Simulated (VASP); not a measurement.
Output of a VASP run:

File OUTCAR:
```
 ion  position               nearest neighbor table
   1  0.222  0.111  0.250-  49 1.90  37 1.90  45 1.90  36 1.92  10 3.09   2 3.09  14 3.09  12 3.09
                            16 3.09   4 3.09   9 3.12  32 3.12  13 3.13  24 3.13  17 3.13   5 3.13
   2  0.110  0.221  1.000-  42 1.89  62 1.90  38 1.90  37 1.91   5 3.06   7 3.06  26 3.09   1 3.09
                            24 3.09   3 3.09  33 3.11  10 3.12  25 3.13  14 3.13  18 3.14   6 3.15
   3  0.222  0.111  0.749-  51 1.90  47 1.90  39 1.90  38 1.91  12 3.09   2 3.09  14 3.09  10 3.09
                            16 3.09   4 3.09  34 3.13  11 3.13  19 3.13   7 3.13  26 3.13  15 3.13
   4  0.107  0.219  0.500-  40 1.87  60 1.88  36 1.90  39 1.92  24 3.07  26 3.07  35 3.08   3 3.09
                             1 3.09  27 3.11   5 3.12  12 3.12   7 3.13   8 3.14  72 3.15  16 3.17
   5  0.217  0.442  0.246-  37 1.89  41 1.89  40 1.90  53 1.91   2 3.06   6 3.06  18 3.08  72 3.09
                            24 3.10  28 3.10   8 3.12   4 3.12   9 3.13   1 3.13  20 3.19  17 3.19
   6  0.110  0.556  1.000-  42 1.89  66 1.90  46 1.90  41 1.91   5 3.06   7 3.06  30 3.09   9 3.09
                            11 3.09  28 3.09  29 3.11  10 3.12  25 3.13  21 3.13  18 3.14   2 3.15
   7  0.220  0.443  0.754-  55 1.88  43 1.90  39 1.90  42 1.91   2 3.06   6 3.06  18 3.07  26 3.12
                            30 3.12   8 3.13   4 3.13  11 3.13   3 3.13  22 3.15  19 3.15  72 3.17
   8  0.107  0.554  0.500-  40 1.87  64 1.88  44 1.90  43 1.92  28 3.07  30 3.07  31 3.08  11 3.09
                             9 3.10  27 3.11   5 3.12  12 3.12   7 3.13   4 3.14  72 3.15  23 3.17
   9  0.222  0.778  0.250-  41 1.90  57 1.90  45 1.90  44 1.92  21 3.09   6 3.09  10 3.09  12 3.09
                            23 3.09   8 3.10   1 3.12  32 3.13  28 3.13  13 3.13   5 3.13  20 3.13
  10  0.111  0.889  1.000-  70 1.90  46 1.90  38 1.90  45 1.92   1 3.09   9 3.09  32 3.09  34 3.09
                             3 3.09  11 3.09   6 3.12  14 3.12  29 3.12   2 3.12  21 3.12  33 3.12
  11  0.222  0.778  0.749-  59 1.90  47 1.90  43 1.90  46 1.91  12 3.09   6 3.09  21 3.09  23 3.09
                            10 3.09   8 3.09   3 3.13  34 3.13   7 3.13  22 3.13  15 3.13  30 3.13
  12  0.111  0.888  0.500-  68 1.90  44 1.90  36 1.90  47 1.91  11 3.09   3 3.09  32 3.09  34 3.09
                             9 3.09   1 3.09   8 3.12  16 3.12  23 3.12   4 3.12  31 3.12  35 3.12
  13  0.555  0.111  0.250-  57 1.90  49 1.90  61 1.90  48 1.91  16 3.07  23 3.07  27 3.08  21 3.09
                            14 3.09  25 3.09  17 3.10  20 3.10   9 3.13   1 3.13  24 3.13  28 3.13
  14  0.444  0.221  1.000-  54 1.89  50 1.90  38 1.90  49 1.91  17 3.06  19 3.06  15 3.08   1 3.09
                            13 3.09   3 3.09  21 3.11  10 3.12  25 3.13   2 3.13  18 3.14  29 3.15
  15  0.556  0.111  0.750-  63 1.90  51 1.90  59 1.90  50 1.91  23 3.07  16 3.07  21 3.08  14 3.08
                            25 3.09  27 3.09  19 3.12  22 3.12  26 3.12  30 3.12  11 3.13   3 3.13
  16  0.445  0.219  0.500-  52 1.87  48 1.88  36 1.90  51 1.92  13 3.07  15 3.07  23 3.08   3 3.09
                             1 3.09  27 3.11  17 3.12  12 3.12  19 3.13  31 3.14  72 3.15   4 3.17
  17  0.557  0.442  0.246-  65 1.89  49 1.89  52 1.90  53 1.91  29 3.06  14 3.06  18 3.08  72 3.09
                            28 3.10  13 3.10  31 3.12  16 3.12   1 3.13  32 3.13  20 3.19   5 3.19
  18  0.444  0.555  0.000-  58 1.90  54 1.90  42 1.90  53 1.95  22 3.07  19 3.07   7 3.07  20 3.08
                             5 3.08  17 3.08  29 3.14  21 3.14   2 3.14  14 3.14   6 3.14  33 3.14
  19  0.556  0.443  0.753-  55 1.88  67 1.90  51 1.90  54 1.91  14 3.06  29 3.06  18 3.07  30 3.12
                            15 3.12  31 3.12  16 3.13   3 3.13  34 3.13  22 3.15   7 3.15  72 3.17
  20  0.558  0.782  0.247-  69 1.89  57 1.89  56 1.90  53 1.91  21 3.06  33 3.06  18 3.08  72 3.10
                            24 3.10  13 3.10  35 3.12  23 3.12  32 3.13   9 3.13  17 3.19   5 3.19
  21  0.444  0.890  1.000-  58 1.89  50 1.90  46 1.90  57 1.91  20 3.06  22 3.06  15 3.08   9 3.09
                            13 3.09  11 3.09  14 3.11  10 3.12  25 3.13   6 3.13  18 3.14  33 3.15
  22  0.556  0.779  0.753-  55 1.88  71 1.90  59 1.90  58 1.91  33 3.06  21 3.06  18 3.07  15 3.12
                            26 3.12  35 3.12  23 3.13  11 3.13  34 3.13  19 3.15   7 3.15  72 3.17
  23  0.445  0.892  0.500-  56 1.87  48 1.88  44 1.90  59 1.92  13 3.07  15 3.07  16 3.08  11 3.09
                             9 3.09  27 3.11  20 3.12  12 3.12  22 3.13  35 3.14  72 3.15   8 3.17
  24  0.889  0.111  0.250-  69 1.90  37 1.90  61 1.90  60 1.91   4 3.07  35 3.08  27 3.08  33 3.08
                             2 3.09  25 3.09   5 3.10  20 3.10  32 3.13   1 3.13  13 3.13  28 3.13
  25  0.778  0.222  1.000-  50 1.90  62 1.90  66 1.90  61 1.92  30 3.09  15 3.09  26 3.09  24 3.09
                            28 3.09  13 3.09   2 3.13   6 3.13  33 3.13  14 3.13  29 3.13  21 3.13
  26  0.888  0.111  0.750-  63 1.90  39 1.90  71 1.90  62 1.91   4 3.07  35 3.07  33 3.08   2 3.09
                            25 3.09  27 3.09   7 3.12  22 3.12  15 3.12  30 3.12  34 3.13   3 3.13
  27  0.777  0.222  0.499-  48 1.90  64 1.90  60 1.90  63 1.92  13 3.08  24 3.08  28 3.08  26 3.09
                            30 3.09  15 3.09   8 3.11   4 3.11  16 3.11  23 3.11  31 3.11  35 3.11
  28  0.889  0.444  0.250-  65 1.90  41 1.90  61 1.90  64 1.91   8 3.07  31 3.07  27 3.08  29 3.08
                             6 3.09  25 3.09  17 3.10   5 3.10  32 3.13   9 3.13  13 3.13  24 3.13
  29  0.779  0.556  1.000-  54 1.89  66 1.90  70 1.90  65 1.91  17 3.06  19 3.06  28 3.08  32 3.09
                            30 3.09  34 3.09   6 3.11  10 3.12  25 3.13  33 3.13  18 3.14  14 3.15
  30  0.888  0.444  0.750-  63 1.90  67 1.90  43 1.90  66 1.91   8 3.07  31 3.07   6 3.09  29 3.09
                            25 3.09  27 3.09  19 3.12   7 3.12  15 3.12  26 3.12  34 3.13  11 3.13
  31  0.780  0.554  0.500-  52 1.87  64 1.88  68 1.90  67 1.92  30 3.07  28 3.07   8 3.08  34 3.09
                            32 3.10  27 3.11  17 3.12  12 3.12  19 3.12  16 3.14  72 3.16  35 3.16
  32  0.889  0.778  0.250-  65 1.90  69 1.90  45 1.90  68 1.92  29 3.09  33 3.09  12 3.09  10 3.09
                            35 3.09  31 3.10   1 3.12   9 3.13  28 3.13  24 3.13  20 3.13  17 3.13
  33  0.779  0.890  1.000-  58 1.89  62 1.90  70 1.90  69 1.91  20 3.06  22 3.06  26 3.08  24 3.08
                            32 3.09  34 3.09   2 3.11  10 3.12  25 3.13  29 3.13  18 3.14  21 3.15
  34  0.889  0.778  0.750-  67 1.90  47 1.90  71 1.90  70 1.91  29 3.09  33 3.09  12 3.09  10 3.09
                            35 3.09  31 3.09   3 3.13  11 3.13  22 3.13  30 3.13  19 3.13  26 3.13
  35  0.780  0.891  0.500-  56 1.87  60 1.88  68 1.90  71 1.92  26 3.07  24 3.08   4 3.08  34 3.09
                            32 3.09  27 3.11  20 3.12  12 3.12  22 3.12  23 3.14  72 3.16  31 3.16
  36  0.222  0.111  0.441-  12 1.90  16 1.90   4 1.90   1 1.92
  37  0.110  0.220  0.190-   5 1.89   1 1.90  24 1.90   2 1.91
  38  0.222  0.110  0.941-  10 1.90  14 1.90   2 1.90   3 1.91
  39  0.111  0.222  0.691-  26 1.90   3 1.90   7 1.90   4 1.92
  40  0.204  0.435  0.435-   8 1.87   4 1.87   5 1.90  72 2.04
  41  0.110  0.556  0.190-   5 1.89   9 1.90  28 1.90   6 1.91
  42  0.220  0.443  0.944-   2 1.89   6 1.89  18 1.90   7 1.91
  43  0.111  0.555  0.692-  11 1.90  30 1.90   7 1.90   8 1.92
  44  0.222  0.777  0.441-  12 1.90  23 1.90   8 1.90   9 1.92
...
```

**OSZICAR**
```
       N       E                     dE             d eps       ncg     rms          rms(c)
DAV:   1    -0.629986946022E+03   -0.62999E+03   -0.17980E+01   555   0.100E+01    0.480E+01
DAV:   2    -0.630077272875E+03   -0.90327E-01   -0.41754E-01   516   0.194E+00    0.328E+01
DAV:   3    -0.630059666401E+03    0.17606E-01   -0.55829E-02   652   0.918E-01    0.219E+01
DAV:   4    -0.630052430482E+03    0.72359E-02   -0.49137E-03   580   0.222E-01    0.130E+01
DAV:   5    -0.630050017564E+03    0.24129E-02   -0.22611E-03   436   0.122E-01    0.758E+00
DAV:   6    -0.630049244590E+03    0.77297E-03   -0.39429E-04   572   0.627E-02    0.437E+00
DAV:   7    -0.630048964166E+03    0.28042E-03   -0.13176E-04   460   0.329E-02    0.254E+00
DAV:   8    -0.630048886435E+03    0.77731E-04   -0.56446E-05   420   0.209E-02    0.146E+00
DAV:   9    -0.630048861985E+03    0.24450E-04   -0.94198E-06   212   0.103E-02    0.853E-01
DAV:  10    -0.630048856983E+03    0.50024E-05   -0.66604E-06   220   0.103E-02
   1 F= -.63004886E+03 E0= -.63004886E+03  d E =-.281290E-26
```

**OUTCAR**
```
------------------------ aborting loop because EDIFF is reached ----------------------------------------
  volume of cell :      764.49
      direct lattice vectors                 reciprocal lattice vectors
     4.693267657 -8.128978018  0.000000000     0.106535582 -0.061508347  0.000000000
     4.693267657  8.128978018  0.000000000     0.106535582  0.061508347  0.000000000
     0.000000000  0.000000000 10.019202615     0.000000000  0.000000000  0.099808342
  FREE ENERGIE OF THE ION-ELECTRON SYSTEM (eV)
  ---------------------------------------------------
  free  energy   TOTEN  =      -630.0488569829 eV

  energy  without entropy=     -630.0488569829  energy(sigma->0) =     -630.04885698

  exchange ACFDT corr.  =         0.00000000  see jH, gK, PRB 81, 115126
```
(Selected blocks of OUTCAR.)

POSCAR:
```
Al35ScN36
1
    4.6932676572    -8.1289780182     0.0000000000
    4.6932676572     8.1289780182     0.0000000000
    0.0000000000     0.0000000000    10.0192026154
Al N Sc
35 36 1
Direct
  0.2219173117   0.1105349997   0.2495435809
  0.1100225960   0.2205378998   0.9996540609
  0.2219205433   0.1106093586   0.7494609887
  0.1074919108   0.2193327749   0.4997525938
  0.2174080768   0.4419738872   0.2463106733
  0.1100426375   0.5560316922   0.9996058147
  0.2204330067   0.4433897899   0.7535259562
  0.1074848063   0.5543107956   0.4997917550
  0.2219702492   0.7777399384   0.2495489056
  0.1110355723   0.8886962846   0.9996447416
  0.2220488720   0.7775410169   0.7494777348
  0.1108316400   0.8884269938   0.4996977517
  0.5554065147   0.1109003480   0.2499768201
  0.4437941825   0.2205843609   0.9996357928
  0.5557236134   0.1108963640   0.7497964890
  0.4448842332   0.2194843722   0.4998780107
  0.5574844623   0.4419618901   0.2464813429
  0.4442540779   0.5553353275   0.0000817925
  0.5559246809   0.4433122286   0.7534915593
  0.5575663387   0.7817515034   0.2465033062
  0.4438551181   0.8896158806   0.9997461451
  0.5559972447   0.7786776564   0.7534907164
  0.4449619763   0.8915461009   0.4998627878
  0.8886989533   0.1107894295   0.2498789011
  0.7777473645   0.2221516204   0.9997839016
  0.8884843803   0.1110019739   0.7496246841
  0.7774554970   0.2218530630   0.4990763785
  0.8886841265   0.4444629306   0.2499255735
  0.7790522670   0.5559856235   0.9997904813
  0.8883454362   0.4437760220   0.7496841525
  0.7796069235   0.5544245850   0.4999085422
  0.8890266232   0.7777813733   0.2496456106
  0.7790826391   0.8896765060   0.9996750382
  0.8888065842   0.7775306346   0.7496813883
  0.7796397355   0.8913771604   0.4999127488
  0.2220879770   0.1110806059   0.4414789831
  0.1099698590   0.2199637072   0.1898947242
  0.2218896042   0.1104868677   0.9405185401
  0.1108913814   0.2220668655   0.6914975009
  0.2036177300   0.4349112432   0.4353092218
  0.1099182331   0.5564871629   0.1898037670
  0.2204003926   0.4434447951   0.9444134999
  0.1108194360   0.5550815834   0.6915456273
  0.2221748591   0.7771335137   0.4414728738
  0.1109725353   0.8886492155   0.1910878926
  0.2219957708   0.7778971839   0.9404842696
  0.1108876916   0.8884880583   0.6907647461
  0.5555052268   0.1108196078   0.4409771803
  0.4432796399   0.2200540718   0.1898836861
  0.5559788818   0.1111862837   0.9406905379
  0.4443582866   0.2219377003   0.6915874678
  0.5639665081   0.4351354712   0.4355608910
  0.4440804809   0.5551640429   0.1948096456
  0.5562090659   0.4434541868   0.9443848238
  0.4440465601   0.5550604646   0.7041775258
  0.5639637576   0.7948395305   0.4355628813
  0.4433608464   0.8895840918   0.1899778268
  0.5562252185   0.7791257360   0.9443937650
  0.4444628679   0.8884660472   0.6915556682
  0.8882116576   0.1106243881   0.4409141345
  0.7777299219   0.2221606253   0.1911986395
  0.8885114025   0.1111981914   0.9405290478
  0.7775312554   0.2219177741   0.6906818844
  0.8882452174   0.4438296879   0.4409291253
  0.7794178800   0.5564681242   0.1900131126
  0.8884444092   0.4438949498   0.9405881539
  0.7772063937   0.5551095943   0.6916325219
  0.8881882779   0.7772136417   0.4415460989
  0.7795439889   0.8895903923   0.1899008718
  0.8891998444   0.7778428519   0.9407027489
  0.7773070513   0.8884550994   0.6916017765
  0.4436266935   0.5548462561   0.4945996176
```

### Question
Reconstruct the remaining input files.

### Answer
Several could match; the one computed here: the input of the run itself, HSE06 screened hybrid, plane waves, VASP's PBE PAW potentials (set 64).

### INCAR
```
LWAVE  =  .FALSE.
LHFCALC  =  .TRUE.
LREAL  =  Auto
SYSTEM  =  Al35ScN36
AEXX  =  0.25
PRECFOCK  =  Fast
EDIFF  =  1E-5   # SCF stop (eV)
ENCUT  =  400   # plane-wave cut-off (eV)
NELMIN  =  4
ALGO  =  Normal
PREC  =  Normal
GGA  =  PE   # PBE
HFSCREEN  =  0.2
NELM  =  50   # most electronic steps
SIGMA  =  0.05
ISMEAR  =  0   # Gaussian
ISIF  =  0
ISYM  =  0
LCHARG  =  .FALSE.
LASPH  =  .TRUE.
LMAXMIX  =  4
```

### KPOINTS
```
kpoints
0
Gamma
 1 1 1
```

POTCAR, in this order: Al N Sc_sv (PBE.64 set). Program: vasp_gam. Read from the step before: WAVECAR.

The supercell is sampled at Γ alone, which is coarse: total energies, pressure and levels can be off, energies of defects by several tenths of an eV.

The cell is a supercell with a defect, built from AlN (wurtzite): Sc_Al. The cell's shape comes from a PBE relaxation. The run is not spin-polarised, so no state with unpaired spins was tried.
